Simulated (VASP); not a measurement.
Energy against volume of ZnS (wurtzite). Computed with SCAN meta-GGA, VASP's PBE PAW potentials (set 64) (plane waves; VASP 6.6.1). Settings: 520 eV cut-off, 7×7×4 Γ-centred mesh, Gaussian smearing of 0.050 eV, potentials Zn S.

Shape and ions are relaxed at each volume.

```csv
V (Å³/atom),E (eV/atom)
18.863,-12.49267
19.446,-12.49696
20.030,-12.49218
20.613,-12.47986
```

Question: Fit these four points and predict the energy of the run at 18.280 Å³/atom.

Answer: A cubic in V^(−2/3), the third-order Birch-Murnaghan form, passes through the four points with V0 = 19.41 Å³/atom and B0 = 83 GPa, and gives -12.4775 eV/atom there. The run gave -12.4777 eV/atom, -0.2 meV/atom from the fit; all five points give B0 = 83 GPa.

The compound is ZnS in the wurtzite structure, the high-temperature form. It was relaxed first.
